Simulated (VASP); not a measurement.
Here is the system:

```yaml
crystal:
  lattice:
    - [0.00000, 2.83273, 2.83273]
    - [2.83273, 0.00000, 2.83273]
    - [2.83273, 2.83273, 0.00000]
  atoms:
    - { symbol: Mg, position: [0.00000, 0.00000, 0.00000] }
    - { symbol: Se, position: [0.50000, 0.50000, 0.50000] }
```

These are RPBE GGA, VASP's PBE PAW potentials (set 64) (plane waves; VASP) values and carry that method's errors. Settings: 520 eV cut-off, 8×8×8 Γ-centred mesh, Gaussian smearing of 0.050 eV, potentials Mg Se.

Give the stress tensor in GPa (positive for a compressed cell).

```
-2.93   0.00   0.00
 0.00  -2.93   0.00
 0.00   0.00  -2.93
```
The pressure is its mean diagonal, -2.93 GPa.

The compound is MgSe in the rock salt structure. This cell is one point of a volume scan, at 1.06 of the reference volume.
